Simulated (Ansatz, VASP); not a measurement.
# PtS2: VASP beside Ansatz

Aim: how closely do two programs agree when they are given the same cell, functional and k mesh? The cell is taken from a series of runs on this material, whose earlier steps may have relaxed, scaled, displaced or heated it; both programs get it as it stands.

Method: plane waves, with VASP 6.6.1 beside it; single point at LDA, in Ansatz 0.2.0.

## Step 1: Set-up

It takes space group P-3m1 (No. 164, trigonal). Conventional cell: a = 3.543 Å, b = 3.543 Å, c = 5.039 Å, α = 90.00°, β = 90.00°, γ = 120.00°. Pt has 6 S at 2.34 Å nearest. Nearest to S lie 3 Pt at 2.34 Å. Farther neighbours and most contacts between anions are not listed.

## Step 2: VASP: single point, LDA

A single point gives forces, pressure and levels at one fixed geometry, so differences don't come from the geometry; what else differs is listed under the comparison.

Lines of VASP's logs that name or quote its potential files are left out, and so is its time.

INCAR reads:

```
SYSTEM = PtS2
PREC = Accurate
ENCUT = 400
EDIFF = 1E-06
NELM = 100
ISMEAR = -1
SIGMA = 0.05
LREAL = .FALSE.
ALGO = Normal
GGA = CA
NBANDS = 17
LASPH = .TRUE.
LORBIT = 11
LWAVE = .FALSE.
LCHARG = .FALSE.
KPAR = 2
ISIF = 2
```

POSCAR reads:

```
PtS2
1.0
    3.5432000000      0.0000000000      0.0000000000
   -1.7716000000      3.0685012107      0.0000000000
    0.0000000000      0.0000000000      5.0388000000
Pt S
1 2
Direct
    0.0000000000      0.0000000000      0.0000000000
    0.6666666667      0.3333333333      0.7730000000
    0.3333333333      0.6666666667      0.2270000000
```

KPOINTS reads:

```
Automatic mesh
0
Gamma
8 8 5
0 0 0
```

Potentials, in the order of the species: Pt and S (LDA family, release 64).

Run with:

```bash
mpirun -np 2 vasp_std
```

Numbers of over 12 decimals in the logs are rounded to 6 here.

The log of the run:

```text
[banner, memory and clock lines left out]
running    2 mpi-ranks, on    1 nodes
 distrk:  each k-point on    1 cores,    2 groups
 distr:  one band on    1 cores,    1 groups

 POSCAR found type information on POSCAR PtS
 POSCAR found :  2 types and       3 ions
 LDA part: xc-table for (Slater(with rela. corr.)+CA(PZ))
 , standard interpolation
 POSCAR, INCAR and KPOINTS ok, starting setup
 FFT: planning ... GRIDC
 FFT: planning ... GRID_SOFT
 FFT: planning ... GRID
 WAVECAR not read
 entering main loop
       N       E                     dE             d eps       ncg     rms          rms(c)
DAV:   1     0.906691777624E+02    0.90669E+02   -0.90792E+03  1424   0.929E+02
DAV:   2    -0.154689385583E+02   -0.10614E+03   -0.10302E+03  1723   0.204E+02
DAV:   3    -0.194963654562E+02   -0.40274E+01   -0.40073E+01  1682   0.416E+01
DAV:   4    -0.195367149877E+02   -0.40350E-01   -0.40333E-01  1808   0.461E+00
DAV:   5    -0.195373978029E+02   -0.68282E-03   -0.68276E-03  1765   0.566E-01    0.201E+01
DAV:   6    -0.183740134223E+02    0.11634E+01   -0.67172E+00  1392   0.251E+01    0.123E+01
DAV:   7    -0.181634195986E+02    0.21059E+00   -0.12236E+00  1415   0.113E+01    0.604E+00
DAV:   8    -0.181269751211E+02    0.36444E-01   -0.67924E-02  1534   0.204E+00    0.107E+00
DAV:   9    -0.181229203091E+02    0.40548E-02   -0.10623E-02  1586   0.102E+00    0.241E-01
DAV:  10    -0.181229910215E+02   -0.70712E-04   -0.12549E-03  1700   0.240E-01    0.111E-01
DAV:  11    -0.181229938480E+02   -0.28265E-05   -0.55953E-05  1748   0.690E-02    0.344E-02
DAV:  12    -0.181229913311E+02    0.25169E-05   -0.10080E-05  1585   0.322E-02    0.689E-03
DAV:  13    -0.181229911889E+02    0.14210E-06   -0.10399E-06   824   0.746E-03
   1 F= -.18122991E+02 E0= -.18122984E+02  d E =-.147408E-04
```

OUTCAR, selected parts (step 2):

```text
ion  position               nearest neighbor table
   1  0.000  0.000  0.000-   2 2.34   3 2.34   2 2.34   3 2.34   2 2.34   3 2.34
   2  0.667  0.333  0.773-   1 2.34   1 2.34   1 2.34
   3  0.333  0.667  0.227-   1 2.34   1 2.34   1 2.34

  LATTYP: Found a hexagonal cell.
 ALAT       =     3.5432000000
 C/A-ratio  =     1.4221043125

 Subroutine GETGRP returns: Found 12 space group operations
 (whereof 12 operations were pure point group operations)

The static configuration has the point symmetry D_3d.

 Found     40 irreducible k-points:

   k-points           NKPTS =     40   k-points in BZ     NKDIM =     40   number of bands    NBANDS=     17

   dimension x,y,z NGX =    24 NGY =   24 NGZ =   36
   dimension x,y,z NGXF=    48 NGYF=   48 NGZF=   72

   ENCUT  =  400.0 eV  29.40 Ry    5.42 a.u.   5.78  5.78  8.22*2*pi/ulx,y,z

   NELECT =      22.0000    total number of electrons

 k-points in reciprocal lattice and weights: Automatic mesh
   0.00000000  0.00000000  0.00000000       0.003
   0.12500000  0.00000000  0.00000000       0.019
   0.25000000  0.00000000  0.00000000       0.019
   0.37500000  0.00000000  0.00000000       0.019
   0.50000000  0.00000000  0.00000000       0.009
   0.12500000  0.12500000  0.00000000       0.019
   0.25000000  0.12500000  0.00000000       0.038
   0.37500000  0.12500000  0.00000000       0.038
   0.25000000  0.25000000  0.00000000       0.019
[...]
0.25000000  0.25000000  0.40000000       0.038
   0.37500000  0.25000000  0.40000000       0.038

 average (electrostatic) potential at core
       1 -68.6040       2 -85.8762       3 -85.8762

 E-fermi :   7.0152

 k-point     1 :       0.0000    0.0000    0.0000
  band No.  band energies     occupation
    ...
      7       2.5887      2.00000
      8       4.8030      2.00000
      9       5.4729      2.00000
     10       5.4729      2.00000
     11       6.4772      1.99996
     12       9.0304      0.00000
     13       9.0304      0.00000
     14      11.2490      0.00000
     15      12.1317      0.00000
     16      14.4426      0.00000
    ...

 k-point     2 :       0.1250    0.0000    0.0000
  band No.  band energies     occupation
    ...
      7       2.4398      2.00000
      8       4.2293      2.00000
      9       5.4262      2.00000
     10       5.4695      2.00000
     11       6.5711      1.99972
     12       8.2743      0.00000
     13       8.8846      0.00000
     14      12.1410      0.00000
     15      12.8868      0.00000
     16      14.1037      0.00000
    ...

 k-point     3 :       0.2500    0.0000    0.0000
  band No.  band energies     occupation
    ...
      7       2.2509      2.00000
      8       3.5472      2.00000
      9       5.0895      2.00000
     10       5.0965      2.00000
     11       5.9258      2.00000
     12       8.0782      0.00000
     13       8.9130      0.00000
     14      12.0303      0.00000
     15      14.1499      0.00000
     16      15.0595      0.00000
    ...

  Total        1.2488918      1.2488918      1.1317464      0.0000000      0.0000000      0.0000000
  in kB       36.5246706     36.5246706     33.0986757      0.0000000      0.0000000      0.0000000
  external PRESSURE =      35.3826723 kB  Pullay stress =       0.0000000 kB

  energy-cutoff  :      400.00
  volume of cell :       54.78
      direct lattice vectors                 reciprocal lattice vectors
     3.543200000  0.000000000  0.000000000     0.282230752  0.162946001  0.000000000
    -1.771600000  3.068501211  0.000000000     0.000000000  0.325892001  0.000000000
     0.000000000  0.000000000  5.038800000     0.000000000  0.000000000  0.198459951

 POSITION                                       TOTAL-FORCE (eV/Angst)
 -----------------------------------------------------------------------------------
      0.00000      0.00000      0.00000        -0.000000     -0.000000     -0.000000
      1.77160      1.02283      3.89499        -0.000000      0.000000     -0.805436
     -0.00000      2.04567      1.14381         0.000000     -0.000000      0.805436
 -----------------------------------------------------------------------------------
    total drift:                                0.000000     -0.000000     -0.000000

  FREE ENERGIE OF THE ION-ELECTRON SYSTEM (eV)
  ---------------------------------------------------
  free  energy   TOTEN  =       -18.1229911889 eV

  energy  without entropy=      -18.1229764482  energy(sigma->0) =      -18.12298382

 total charge
# of ion       s       p       d       tot
------------------------------------------
    1        0.733   0.867   8.047   9.646
    2        1.358   2.289   0.000   3.647
    3        1.358   2.289   0.000   3.647
--------------------------------------------------
tot          3.450   5.444   8.047  16.940

[... 3 further parts left out ...]
```

The run ends at a pressure of 3.54 GPa, with forces up to 0.81 eV/Å.

## Step 3: Ansatz: single point, LDA

Ansatz runs on its default PAW (the set named soft_2) files.

The same cell, functional (in two slightly different forms), mesh and smearing now go to Ansatz, which takes its cutoff from its data sets.

input.yaml reads:

```yaml
crystal:
  lattice:
    - [3.5432, 0.0, 0.0]
    - [-1.7716, 3.0685012107, 0.0]
    - [0.0, 0.0, 5.0388]
  atoms:
    - { symbol: Pt, position: [0.0, 0.0, 0.0] }
    - { symbol: S, position: [0.6666666667, 0.3333333333, 0.773] }
    - { symbol: S, position: [0.3333333333, 0.6666666667, 0.227] }
kpoints:
  mp_grid: { grid: [8, 8, 5] }
  band_path:
    path:
      - [[0.0, 0.0, 0.0], [0.5, 0.0, 0.0], [0.33333333, 0.33333333, 0.0], [0.0, 0.0, 0.0], [0.0, 0.0, 0.5], [0.5, 0.0, 0.5], [0.33333333, 0.33333333, 0.5], [0.0, 0.0, 0.5]]
      - [[0.5, 0.0, 0.5], [0.5, 0.0, 0.0]]
      - [[0.33333333, 0.33333333, 0.0], [0.33333333, 0.33333333, 0.5]]
    npoints: 5
scf:
  occupations: { method: fermi_dirac, width: 0.05 }
  n_extra_bands: 7
hamiltonian:
  xc: lda
  pseudopotentials: { kind: paw }
output:
  forces: true
  stress: true
  populations: true
  write_bands: true
```

Run with:

```bash
ansatz run input.yaml --threads 4 --pin off --max-ram 8192MiB --backend cpu --events-out ev --progress --plain --runs-dir out
```

The log of the run:

```text
scf.n_extra_bands = 7 over 15 filled bands (N_el = 30.0): the run solves 22 bands
Engine: ansatz 0.2.0, x86_64-unknown-linux-gnu
Pseudopotentials: kind: paw
Pseudopotential: Pt, paw, valence charge 18, recommended cutoff 420 eV (normal), Pt.paw.azcp
Pseudopotential: S, paw, valence charge 6, recommended cutoff 420 eV (normal), S.paw.azcp
Functional definition: SPW92
  exchange = slater_x
  correlation = pw_c
Crystal: 3 atoms, lattice volume = 54.783 Å³
Basis set: ecut = 420 eV, 1043 PW (Γ)
Bands: 22, of which v1, the nominal top of the filled ones, is band 15 counted from 1 (14 counted from 0)
Symmetry: 12 space group operations
Space group: P-3m1 (ITA 164), of the structure as read, at distance tolerance 3.8e-5 Å
k-points: 40 of 320
Non-local potential: Pt, projectors of the file, l = 0: 3, l = 1: 2, l = 2: 2, l = 3: 1
Non-local potential: S, projectors of the file, l = 0: 2, l = 1: 2, l = 2: 2
PAW form: soft (Blöchl's): semilocal exchange-correlation on the pseudo side does not see the compensation charge
PAW frozen core: Pt, regenerated for the run's functional, and the local potential with it (the file was generated under x = pbe(κ = 0.804, μ = 0.219515), c = pbe(β = 0.066725))
PAW frozen core: S, regenerated for the run's functional, and the local potential with it (the file was generated under x = pbe(κ = 0.804, μ = 0.219515), c = pbe(β = 0.066725))
PAW one-centre angular grid: Pt, 590 points (default); XC on 64 Gauss nodes
PAW one-centre angular grid: S, 110 points (default); XC on 64 Gauss nodes
Initial density: superposition of atomic densities (neutral atoms: chi_scale 0, normalization atom), corrected by the library's trained network
Initial wavefunctions: pseudopotential atomic-orbital guess
Functional: x = slater, c = lda
SCF iter   1: F=—  HF=-13985.307333 eV  |F-HF|=—  |Δ(HF+E_count)|=         —  Δρ=6.29e-3  dr2=2.30e-2  ethr=1.77e-3  ⟨swp⟩=5.8  Hψ=4554  notcnv=0  defer=24
preconditioner: auto → Resta (q_TF=auto, 2.468 Å⁻¹)  ε∞=4.8  [insulator: Δε(μ)=0.823 eV  Ē_g=11.998 eV  σ=0.050 eV  W_gap=1.00  n_scr=20 (ndim 8)  ℏωp=23.5 eV  f_vac=0.021  D(μ)=0.00/eV (n_scr^D=0)  ε∞_Penn≈4.8]
SCF iter   2: F=—  HF=-13985.303419 eV  |F-HF|=—  |Δ(HF+E_count)|=   3.91e-3  Δρ=3.28e-3  dr2=3.60e-3  ethr=7.66e-5  ⟨swp⟩=1.2  Hψ=1215  notcnv=0  defer=40
SCF iter   3: F=—  HF=-13985.302677 eV  |F-HF|=—  |Δ(HF+E_count)|=   7.42e-4  Δρ=1.26e-3  dr2=8.47e-4  ethr=1.20e-5  ⟨swp⟩=2.3  Hψ=1244  notcnv=0  defer=40
SCF iter   4: F=—  HF=-13985.302559 eV  |F-HF|=—  |Δ(HF+E_count)|=   1.18e-4  Δρ=2.85e-4  dr2=4.65e-5  ethr=2.82e-6  ⟨swp⟩=2.4  Hψ=1045  notcnv=0  defer=40
SCF iter   5: F=—  HF=-13985.302561 eV  |F-HF|=—  |Δ(HF+E_count)|=   1.52e-6  Δρ=5.95e-5  dr2=2.43e-6  ethr=1.55e-7  ⟨swp⟩=2.1  Hψ=1147  notcnv=0  defer=40
SCF iter   6: F=—  HF=-13985.302561 eV  |F-HF|=—  |Δ(HF+E_count)|=   9.14e-8  Δρ=1.54e-5  dr2=1.55e-7  ethr=8.11e-9  ⟨swp⟩=2.0  Hψ=1190  notcnv=0  defer=40
SCF iter   7: F=-13985.302561 eV  HF=-13985.302561 eV  |F-HF|=7.97e-10  |Δ(HF+E_count)|=   7.64e-8  Δρ=3.40e-6  dr2=9.75e-9  ethr=3.33e-10  ⟨swp⟩=8.8  Hψ=3793  notcnv=0
SCF 1 converged in 7 iterations: F = -13985.302561 eV  dr2 = 9.75e-9
  greatest PAW one-centre occupation: 1.000 electrons in one spin orbital (limit 2), on the Pt atom at site 0 (counted from 0), in its partial waves of l = 0
NSCF: frozen V_eff on 48 k-points
SCF converged after 7 iterations
Free energy (F): -13985.302561 eV
Harris-Foulkes:  -13985.302561 eV  (|F-HF|=7.97e-10)
Internal energy: -13985.302545 eV  (E = F + TS)
E sigma→0 (E₀):  -13985.302553 eV
Entropy (-TS):   -0.000016 eV (-0.005 meV/atom)
Fermi energy:    11.129099 eV
--- Per-component energies (eV) ---
  E_band       = -328.550641
  E_kinetic    = 855.553719
  E_local      = -3150.342603  (includes V_loc(G=0)·N_el)
  E_nonlocal   = 264.309744
  E_hartree    = 1243.912527
  E_xc         = -454.472124
  E_vxc        = -480.269317  (∫ρ·V_xc dr)
  E_paw        = -10314.829858  (= ΣΔE_a)
  E_vpaw       = -305.628493  (= ΣTr[D̂ρ^β])
  E_aug_tail   = 0.000161  (compensation charges beyond the density's cutoff)
  E_ewald      = -2430.204375
  E_core_change = 0.770265  (= ΣΔE_core)
  E_smearing   = -0.000016  (= −TS)
  E_closure    = 0.000000  (closes the sum)
  Σ components = -13985.302561   (vs F -13985.302561, Δ=0.00e0)
--- Forces (eV/Å), atoms counted from 1 ---
  atom   1  Pt    -0.00000000     0.00000000     0.00000000
  atom   2  S      0.00000000    -0.00000000    -0.80630671
  atom   3  S     -0.00000000     0.00000000     0.80630671
  max |Σ_I F_I| component: 2.22e-16 eV/Å
--- Stress (GPa, compression-positive) ---
        3.716027       0.000000       0.000000
        0.000000       3.716027       0.000000
        0.000000       0.000000       3.338098
  P = ⅓ Tr σ = 3.5901 GPa (35.901 kbar)
--- Band table (eV; the first three rows and the last of 40) ---
  k-point 0: bands = [... 11 lower, 8.9104, 9.5845, 9.5845, 10.5909, 13.1458, 13.1458, 15.3351, 16.1995, ... 3 higher]
  k-point 1: bands = [... 11 lower, 8.7542, 9.5172, 9.5172, 10.2526, 13.3057, 13.3057, 15.4471, 16.8364, ... 3 higher]
  k-point 2: bands = [... 11 lower, 8.2769, 9.4136, 9.4136, 9.8657, 13.5791, 13.5791, 15.9092, 17.7105, ... 3 higher]
  k-point 39: bands = [... 11 lower, 7.1754, 7.3339, 8.7586, 8.9932, 12.5496, 12.9870, 17.2388, 17.9583, ... 3 higher]
--- Löwdin populations: 3 sites ---
  site symbol       q [e]
     0     Pt     17.3514
     1      S      6.1963
     2      S      6.1963
  spilling = 0.008531 (of n_electrons = 30.000000)
```

## Step 4: Comparison

Known differences besides the potentials themselves: the two LDA forms differ slightly; the data sets hold 30 valence electrons in Ansatz (default PAW (the set named soft_2) files) and 22 in VASP; the cutoff is 420 eV in Ansatz and 400 eV in VASP; VASP's log shows a relativistic correction to its local exchange, Ansatz's none. Total energies have different zeros and are not compared.

Both answers:

| quantity | Ansatz | VASP | difference |
| --- | --- | --- | --- |
| pressure (GPa) | 3.59 | 3.54 | +0.05 |
| gap on the k mesh (eV) | 0.855 | 0.863 | -0.008 |

Forces (eV/Å; atoms numbered as in POSCAR):

| atom | Ansatz x, y, z | VASP x, y, z |
| --- | --- | --- |
| Pt1 | 0.000, 0.000, 0.000 | 0.000, 0.000, 0.000 |
| S2 | 0.000, 0.000, -0.806 | 0.000, 0.000, -0.805 |
| S3 | 0.000, 0.000, 0.806 | 0.000, 0.000, 0.805 |

The forces differ by 0.4 meV/Å r.m.s., which is 0.1 % of the r.m.s. force of 0.38 eV/Å (both taken over all components). A gap on the mesh is an upper bound, since the band edges may lie between its points; neither run holds spin-orbit coupling, which can move the band edges of a compound of Pt.

## Step 5: What came out

* r.m.s. force difference (single point, LDA): 0.11 % of the r.m.s. force

In words: The r.m.s. force difference is 0.11 % of the r.m.s. force (single point, LDA), within the 3 % picked in this series as the mark of a large difference. How closely two codes agree says nothing of how well the functional describes the real material.

[Lines on the potential files, build, host, timing and source positions are cut from VASP's logs without a mark.]

[Logs are printed without paths, hosts, clocks, repeated set-up lines and the standing remarks that a program may print on its own settings, such as how far it seeks lower states.]

[Hosts, paths, dates, database ids (printed as entryN), source tags and the programs' standing remarks are cut or masked in the printed files.]
